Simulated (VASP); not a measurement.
**SrReO₃ (space group Pm-3m): computed properties**

All values below come from PBEsol GGA, VASP's PBE PAW potentials (set 64) (plane waves; VASP).

```yaml
space_group: Pm-3m (221)
cell: a = b = c = 3.953 Å, α = β = γ = 90.00°
volume_per_atom: 12.35 Å³/atom
band gap (on the k-mesh): none (metal, semimetal or under 0.01 eV)
band_gap_with_spin_orbit_coupling: none (metallic)
density: 8.65 g/cm³
```

```
ReSrO3
1.0
    3.95287     0.00000     0.00000
    0.00000     3.95287     0.00000
    0.00000     0.00000     3.95287
Sr Re O
1 1 3
Direct
  0.00000   0.00000   0.00000
  0.50000   0.50000   0.50000
  0.50000   0.50000   0.00000
  0.00000   0.50000   0.50000
  0.50000   0.00000   0.50000
```

Unless said otherwise, spin-orbit coupling is left out, though it shifts the bands of the heavy elements here.

The structure comes from a computed database's SrReO3 entry (Pm-3m); how it stands against other phases isn't given here. It was relaxed first. Symmetry was kept, so distortions that lower it aren't found. The electron count is odd and the run is not spin-polarised, which forces a metal.
